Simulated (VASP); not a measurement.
# LuZnSi: phonons from a supercell

Wanted: whether LuZnSi is dynamically stable, and its vibrational spectrum. The cell is invented: it takes the structure of a Materials Project entry for YZnSi (space group 187 there), with some of its atoms replaced by other elements, volume scaled by an estimate. It may not be a known or stable phase.

Method: r2SCAN, 4f electrons in the core; plane waves and PAW (Lu_3, Zn, Si); invented cell, in VASP 6.6.1.

## (1) The structure

It takes space group P-6m2 (No. 187, hexagonal). Conventional cell: a = 3.985 Å, b = 3.985 Å, c = 3.975 Å, α = 90.00°, β = 90.00°, γ = 120.00°. Lu has 6 Si at 3.04 Å and 6 Zn at 3.04 Å nearest. Nearest to Zn lie 3 Si at 2.30 Å and 6 Lu at 3.04 Å. Nearest to Si lie 3 Zn at 2.30 Å and 6 Lu at 3.04 Å. It derives from YZnSi. It takes the structure of a Materials Project entry for YZnSi (space group 187 there), with some of its atoms replaced by other elements, volume scaled by an estimate. Farther neighbours are not listed.

## (2) Relax the host

First cell and atoms are relaxed at a raised cutoff, so that later runs start from this functional's own cell.

The input, INCAR:

```
SYSTEM = LuZnSi
PREC = Accurate
ENCUT = 360
EDIFF = 1E-06
NELM = 120
ISMEAR = 0
SIGMA = 0.05
LREAL = .FALSE.
ALGO = Normal
METAGGA = R2SCAN
LASPH = .TRUE.
NBANDS = 18
LORBIT = 11
LWAVE = .FALSE.
LCHARG = .FALSE.
KPAR = 4
IBRION = 2
NSW = 40
ISIF = 3
EDIFFG = -0.02
POTIM = 0.4
```

The input, POSCAR:

```
LuZnSi
1.0
    3.9851850000      0.0000000000      0.0000000000
   -1.9925920000      3.4512710000      0.0000000000
    0.0000000000      0.0000000000      3.9751320000
Lu Zn Si
1 1 1
Direct
    0.0000000000      0.0000000000      0.0000000000
    0.3333333300      0.6666666700      0.5000000000
    0.6666666700      0.3333333300      0.5000000000
```

The input, KPOINTS:

```
Automatic mesh
0
Gamma
6 6 5
0 0 0
```

The projector-augmented-wave data sets are Lu_3, Zn and Si (PBE family, release 64).

Run with:

```
$ mpirun -np 4 vasp_std
```

The program printed:

```text
[banner, memory and clock lines left out]
running    4 mpi-ranks, on    1 nodes
 distrk:  each k-point on    1 cores,    4 groups
 distr:  one band on    1 cores,    1 groups

 POSCAR found type information on POSCAR LuZnSi
 POSCAR found :  3 types and       3 ions
|                                                                             |
|               ----> ADVICE to this user running VASP <----                  |
|                                                                             |
|     You enforced a specific xc type in the INCAR file but a different       |
|     [... a line on the potential file left out ...]
|     I HOPE YOU KNOW WHAT YOU ARE DOING!                                     |
|                                                                             |

 LDA part: xc-table for (None), standard interpolation
 POSCAR, INCAR and KPOINTS ok, starting setup
 FFT: planning ... GRIDC
 FFT: planning ... GRID_SOFT
 FFT: planning ... GRID
 WAVECAR not read
 entering main loop
       N       E                     dE             d eps       ncg     rms          rms(c)
DAV:   1     0.364528359874E+02    0.36453E+02   -0.98851E+03  1112   0.129E+03
DAV:   2    -0.567723689190E+02   -0.93225E+02   -0.91037E+02  1210   0.521E+02
DAV:   3    -0.606071912400E+02   -0.38348E+01   -0.37783E+01  1280   0.102E+02
DAV:   4    -0.606444576589E+02   -0.37266E-01   -0.37144E-01  1326   0.662E+00
DAV:   5    -0.606447340128E+02   -0.27635E-03   -0.27622E-03  1148   0.475E-01    0.251E+01
DAV:   6    -0.576335843527E+02    0.30111E+01   -0.40968E+00   942   0.464E+01    0.140E+01
DAV:   7    -0.576290644362E+02    0.45199E-02   -0.15289E+00  1344   0.228E+01    0.540E+00
DAV:   8    -0.576109556260E+02    0.18109E-01   -0.12193E-01  1244   0.731E+00    0.114E+00
DAV:   9    -0.576082789021E+02    0.26767E-02   -0.46570E-02  1336   0.309E+00    0.497E-01
DAV:  10    -0.576082851950E+02   -0.62928E-05   -0.36114E-03   984   0.728E-01    0.363E-01
DAV:  11    -0.576084103508E+02   -0.12516E-03   -0.75582E-04  1392   0.344E-01    0.940E-02
DAV:  12    -0.576083806269E+02    0.29724E-04   -0.36418E-04  1124   0.361E-01    0.768E-02
DAV:  13    -0.576083576735E+02    0.22953E-04   -0.49173E-05   992   0.636E-02    0.391E-02
DAV:  14    -0.576083667173E+02   -0.90437E-05   -0.34589E-05  1068   0.958E-02    0.189E-02
DAV:  15    -0.576083634368E+02    0.32804E-05   -0.49223E-06   992   0.162E-02    0.845E-03
DAV:  16    -0.576083581591E+02    0.52778E-05   -0.13473E-06   544   0.237E-02    0.191E-03
DAV:  17    -0.576083562381E+02    0.19209E-05   -0.49950E-07   510   0.190E-02    0.438E-03
DAV:  18    -0.576083578569E+02   -0.16187E-05   -0.16410E-07   496   0.599E-03    0.127E-03
DAV:  19    -0.576083584690E+02   -0.61215E-06   -0.75997E-08   474   0.101E-02
   1 F= -.57608358E+02 E0= -.57606594E+02  d E =-.576084E+02
 curvature:   0.00 expect dE= 0.000E+00 dE for cont linesearch  0.000E+00
 trial: gam= 0.00000 g(F)=  0.115E-44 g(S)=  0.308E-01 ort = 0.000E+00 (trialstep = 0.100E+01)
 search vector abs. value=  0.308E-01
 bond charge predicted
       N       E                     dE             d eps       ncg     rms          rms(c)
DAV:   1    -0.577126348164E+02   -0.10428E+00   -0.19667E+00   996   0.263E+01    0.248E+00
DAV:   2    -0.576437617090E+02    0.68873E-01   -0.42887E-01  1030   0.130E+01    0.106E+00
DAV:   3    -0.576284643941E+02    0.15297E-01   -0.37678E-02  1408   0.325E+00    0.567E-01
DAV:   4    -0.576224661620E+02    0.59982E-02   -0.78955E-03  1280   0.157E+00    0.169E-01
DAV:   5    -0.576223522743E+02    0.11389E-03   -0.75123E-04  1200   0.270E-01    0.963E-02
DAV:   6    -0.576223384764E+02    0.13798E-04   -0.24863E-04  1344   0.175E-01    0.209E-02
DAV:   7    -0.576223352375E+02    0.32390E-05   -0.11315E-05  1158   0.446E-02    0.152E-02
DAV:   8    -0.576223288688E+02    0.63686E-05   -0.28762E-06   812   0.172E-02    0.278E-03
DAV:   9    -0.576223275744E+02    0.12945E-05   -0.90794E-07   622   0.139E-02    0.101E-03
DAV:  10    -0.576223273470E+02    0.22733E-06   -0.18619E-07   488   0.810E-03
   2 F= -.57622327E+02 E0= -.57621261E+02  d E =-.139689E-01
[...]
3 F= -.57622450E+02 E0= -.57621329E+02  d E =-.140912E-01
[...]
4 F= -.57624482E+02 E0= -.57623613E+02  d E =-.203204E-02
[...]
5 F= -.57624259E+02 E0= -.57623501E+02  d E =-.180934E-02
 curvature:   0.48 expect dE= 0.138E-03 dE for cont linesearch  0.134E-03
 ZBRENT: interpolating
 opt :   1.2117  next Energy=   -57.624568 (dE=-0.212E-02)
 bond charge predicted
       N       E                     dE             d eps       ncg     rms          rms(c)
DAV:   1    -0.576263488815E+02   -0.20901E-02   -0.35927E-02   956   0.363E+00    0.377E-01
DAV:   2    -0.576248408053E+02    0.15081E-02   -0.95257E-03  1062   0.202E+00    0.142E-01
DAV:   3    -0.576246249660E+02    0.21584E-03   -0.69859E-04  1336   0.456E-01    0.721E-02
DAV:   4    -0.576245280182E+02    0.96948E-04   -0.14779E-04  1276   0.189E-01    0.180E-02
DAV:   5    -0.576245232901E+02    0.47281E-05   -0.11369E-05  1086   0.360E-02    0.122E-02
DAV:   6    -0.576245186344E+02    0.46557E-05   -0.16725E-06   608   0.160E-02    0.197E-03
DAV:   7    -0.576245177148E+02    0.91962E-06   -0.43536E-07   444   0.165E-02
   6 F= -.57624518E+02 E0= -.57623699E+02  d E =-.206804E-02
 curvature:  -0.31 expect dE=-0.179E-05 dE for cont linesearch -0.273E-08
 trial: gam=-0.01287 g(F)=  0.117E-42 g(S)=  0.582E-05 ort = 0.612E-05 (trialstep = 0.103E+01)
 search vector abs. value=  0.636E-05
 reached required accuracy - stopping structural energy minimisation
```

The job ended after 2.1 min (4 MPI ranks of AMD EPYC 7R43, shared host; peak memory 0.54 GiB).

Lines that name or quote the potential files are left out of all logs, and their timing lines are given in words.

OUTCAR, selected parts (step 2):

```text
ion  position               nearest neighbor table
   1  0.000  0.000  0.000-   2 3.04   2 3.04   3 3.04   3 3.04   2 3.04   3 3.04   2 3.04   3 3.04
                             3 3.04   3 3.04   2 3.04   2 3.04
   2  0.333  0.667  0.500-   3 2.30   3 2.30   3 2.30   1 3.04   1 3.04   1 3.04   1 3.04   1 3.04
                             1 3.04
   3  0.667  0.333  0.500-   2 2.30   2 2.30   2 2.30   1 3.04   1 3.04   1 3.04   1 3.04   1 3.04
                             1 3.04

  LATTYP: Found a hexagonal cell.
 ALAT       =     3.9851850000
 C/A-ratio  =     0.9974774069

 Subroutine GETGRP returns: Found 12 space group operations
 (whereof 12 operations were pure point group operations)

The static configuration has the point symmetry D_3h.

 Found     21 irreducible k-points:

   k-points           NKPTS =     21   k-points in BZ     NKDIM =     21   number of bands    NBANDS=     18

   dimension x,y,z NGX =    28 NGY =   28 NGZ =   28
   dimension x,y,z NGXF=    56 NGYF=   56 NGZF=   56

   ENCUT  =  360.0 eV  26.46 Ry    5.14 a.u.   6.17  6.17  6.15*2*pi/ulx,y,z

   NELECT =      25.0000    total number of electrons

 k-points in reciprocal lattice and weights: Automatic mesh
   0.00000000  0.00000000  0.00000000       0.006
   0.16666667  0.00000000  0.00000000       0.033
   0.33333333  0.00000000  0.00000000       0.033
   0.50000000  0.00000000  0.00000000       0.017
   0.16666667  0.16666667  0.00000000       0.033
   0.33333333  0.16666667  0.00000000       0.067
   0.33333333  0.33333333  0.00000000       0.011
   0.00000000  0.00000000  0.20000000       0.011
   0.16666667  0.00000000  0.20000000       0.067
[...]
0.33333333  0.16666667  0.40000000       0.133
   0.33333333  0.33333333  0.40000000       0.022

 average (electrostatic) potential at core
       1 -35.5346       2 -40.6699       3 -87.1223

 E-fermi :   4.7162

 k-point     1 :       0.0000    0.0000    0.0000
  band No.  band energies     occupation
    ...
      9      -3.1365      2.00000
     10       3.6393      2.00000
     11       3.6394      2.00000
     12       4.1345      2.00000
     13       4.6325      1.98206
     14       6.9070      0.00000
     15       8.4455      0.00000
     16       8.4455      0.00000
     17       8.5929      0.00000
     18       8.5929      0.00000

 k-point     2 :       0.1667    0.0000    0.0000
  band No.  band energies     occupation
    ...
      9      -3.1446      2.00000
     10       1.9989      2.00000
     11       3.4482      2.00000
     12       4.0230      2.00000
     13       4.6986      1.38208
     14       7.1518      0.00000
     15       8.3954      0.00000
     16       8.4244      0.00000
     17       8.9162      0.00000
     18       8.9631      0.00000

 k-point     3 :       0.3333    0.0000    0.0000
  band No.  band energies     occupation
    ...
      9      -3.0978      2.00000
     10      -0.3791      2.00000
     11       3.0513      2.00000
     12       3.9257      2.00000
     13       4.2521      2.00000
     14       7.5064      0.00000
     15       8.1314      0.00000
     16       8.8108      0.00000
     17       8.8143      0.00000
     18      10.0305      0.00000

  Total       -0.0150362     -0.0150362      0.0001604     -0.0000000      0.0000000      0.0000000
  in kB       -0.4374245     -0.4374244      0.0046669     -0.0000001      0.0000000      0.0000000
  external PRESSURE =      -0.2900606 kB  Pullay stress =       0.0000000 kB

  energy-cutoff  :      360.00
  volume of cell :       55.07
      direct lattice vectors                 reciprocal lattice vectors
     4.031293904  0.000000007 -0.000000000     0.248059314  0.143217094 -0.000000000
    -2.015646440  3.491202463 -0.000000000    -0.000000000  0.286434261 -0.000000000
    -0.000000000  0.000000000  3.913149184     0.000000000  0.000000000  0.255548652

 POSITION                                       TOTAL-FORCE (eV/Angst)
 -----------------------------------------------------------------------------------
      0.00000      0.00000      0.00000        -0.000000      0.000000     -0.000000
      0.00000      2.32747      1.95657         0.000000     -0.000000     -0.000000
      2.01565      1.16373      1.95657        -0.000000      0.000000      0.000000
 -----------------------------------------------------------------------------------
    total drift:                                0.000012     -0.000017     -0.000000

  FREE ENERGIE OF THE ION-ELECTRON SYSTEM (eV)
  ---------------------------------------------------
  free  energy   TOTEN  =       -57.6245177148 eV

  energy  without entropy=      -57.6228794081  energy(sigma->0) =      -57.62369856

 reached required accuracy - stopping structural energy minimisation

 total charge
# of ion       s       p       d       tot
------------------------------------------
    1        0.312   6.525   1.009   7.846
    2        0.648   0.721   9.694  11.063
    3        0.735   0.984   0.000   1.719
--------------------------------------------------
tot          1.695   8.230  10.703  20.627

[... 3 further parts left out ...]
```

CONTCAR:

```
LuZnSi
   1.00000000000000
     4.0312939039727285    0.0000000066475361   -0.0000000000000000
    -2.0156464404443906    3.4912024633304402   -0.0000000000000000
    -0.0000000000000000    0.0000000000000000    3.9131491841167731
  Lu              Zn              Si
     1     1     1
Direct
     0.0000000000000000    0.0000000000000000    0.0000000000000000
     0.3333333300000021    0.6666666699999979    0.5000000000000000
     0.6666666699999979    0.3333333300000021    0.5000000000000000
```

The data set Lu_3 holds the 4f electrons frozen in the core, so no f bands or f moments appear. This run has no spin polarisation. Its electron count is odd, so without a moment it is a metal by construction. The k-mesh is coarse for a metal. The PAW data sets were made with PBE, which is usual practice but a small mismatch for other functionals. The run keeps the 12 symmetry operations of its start, so it cannot find a distortion of lower symmetry.

The steps of the relaxation:

| step | energy less that of the first step (eV) | largest force (eV/Å) | pressure (GPa) | volume (Å³) |
| --- | --- | --- | --- | --- |
| 1 | 0.0000 | 0.0000 | 1.42 | 54.67 |
| 2 | -0.0140 | 0.0000 | -0.99 | 55.69 |
| 3 | -0.0141 | 0.0000 | -0.75 | 55.60 |
| 4 | -0.0161 | 0.0000 | -0.17 | 55.17 |
| 5 | -0.0159 | 0.0000 | 0.19 | 54.93 |
| 6 | -0.0162 | 0.0000 | -0.03 | 55.07 |

| conventional cell, symmetrised | before | after | change |
| --- | --- | --- | --- |
| a (Å) | 3.985 | 4.031 | +1.2 % |
| b (Å) | 3.985 | 4.031 | +1.2 % |
| c (Å) | 3.975 | 3.913 | -1.6 % |
| volume (Å³/atom) | 18.22 | 18.36 | +0.7 % |

The relaxed structure:

```
Lu Zn Si
1.0
     4.03129    0.00000    0.00000
    -2.01565    3.49120    0.00000
     0.00000    0.00000    3.91315
Lu Zn Si
1 1 1
Cartesian
  0.0000 0.0000 0.0000
  0.0000 2.3275 1.9566
  2.0156 1.1637 1.9566
```

Numbers from this step:

| Item | Value |
| --- | --- |
| electronic cycles | 57 |
| electrons | 25 |
| free energy (TOTEN) | -57.6245 eV |
| energy at zero smearing | -57.6237 eV |
| Fermi energy | 4.716 eV |
| pressure | -0.02901 GPa |
| labelled metallic, from the levels on this mesh | yes |

The run ended after 6 ionic steps, 0.016 eV below its first step, once forces and stress met EDIFFG = -0.02.

(Part 1 of 2 ends here.)

[Lines on the potential files, build, host, timing and source positions are cut from VASP's logs without a mark.]

[Logs are printed without paths, hosts, clocks, repeated set-up lines and the standing remarks that a program may print on its own settings, such as how far it seeks lower states.]

[Hosts, paths, dates, database ids (printed as entryN), source tags and the programs' standing remarks are cut or masked in the printed files.]

[Runs that stopped without an error message from VASP are left out.]
